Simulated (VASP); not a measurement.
An input for Quantum ESPRESSO's pw.x (written as the equivalent of a VASP run, and not itself run):

```
&CONTROL
  calculation = 'scf'
  pseudo_dir = './pseudo'
  outdir = './out'
  tprnfor = .true.
  tstress = .true.
/
&SYSTEM
  ibrav = 0
  nat = 12
  ntyp = 2
  ecutwfc = 84
  occupations = 'tetrahedra'
  input_dft = 'pbe'
/
&ELECTRONS
  conv_thr = 7.3e-08
  electron_maxstep = 100
/
ATOMIC_SPECIES
  Zr 91.224 Zr.upf
  O 15.999 O.upf
CELL_PARAMETERS angstrom
     5.1539900    0.0000000    0.0000000
     0.0000000    5.2281100    0.0000000
    -0.8738650    0.0000000    5.2575720
ATOMIC_POSITIONS crystal
  Zr   0.7195150  0.9635310  0.7912490
  Zr   0.2664210  0.0209460  0.1917350
  Zr   0.2761130  0.4606950  0.7104950
  Zr   0.7194840  0.5386890  0.3007940
  O    0.0703630  0.1906270  0.8350460
  O    0.9323690  0.8208630  0.1692840
  O    0.9263450  0.6736240  0.6667410
  O    0.0660520  0.3251730  0.3348770
  O    0.5638270  0.2399110  0.0143030
  O    0.4611490  0.7575010  0.9796490
  O    0.4327740  0.7632230  0.4933280
  O    0.5655880  0.2452160  0.5124980
K_POINTS automatic
  3 3 3 0 0 0
```

Write the VASP files for the same calculation (PBE).

Several could match; the one computed here: 
**POSCAR**
```
ZrO2
5.153990
  1.0000000000   0.0000000000   0.0000000000
  0.0000000000   1.0143810912   0.0000000000
 -0.1695511633   0.0000000000   1.0200974391
Zr O
4 8
Cartesian
  0.5853578116   0.9773876271   0.8071510786
  0.2339121077   0.0212472263   0.1955883825
  0.1556477462   0.4673202968   0.7247741300
  0.6684840274   0.5464359356   0.3068391891
 -0.0712200207   0.1933684243   0.8518282861
  0.9036667009   0.8326679056   0.1726861749
  0.8132982878   0.6833114481   0.6801407866
  0.0092732151   0.3298493426   0.3416071701
  0.5614019097   0.2433611820   0.0145904537
  0.2950483725   0.7683946909   0.9993374361
  0.3491296637   0.7741989795   0.5032426294
  0.4786933679   0.2487424736   0.5227978973
```

### INCAR
```
SYSTEM=ZrO2
PREC=Accurate; ENCUT=400; LREAL=.False.
LASPH=.True.
EDIFF=1E-6; NELM=100; ALGO=Normal
LMAXMIX=4
ISMEAR=-5
GGA=PE
ISIF=2
LWAVE=.False.; LCHARG=.False.
```

KPOINTS:
```
Regular mesh
0
gamma
  3 3 3
```

POTCAR, in this order: Zr_sv O (PBE.64 set). Program: vasp_std.

The two are equivalent in intent, not identical: the potentials are each code's own (VASP's PAW set, PseudoDojo norm-conserving files in pw.x), so ENCUT and ecutwfc are chosen apart and not converted; conv_thr bounds pw.x's estimated SCF error, while EDIFF bounds the energy change between steps.

The structure comes from a computed database's ZrO2 entry, a phase known from measurement. The cell was not relaxed at this level, atoms are displaced from their ideal sites. The run is one of a series of settings (ISMEAR = -5, SIGMA removed against the base run), some of them coarse on purpose.
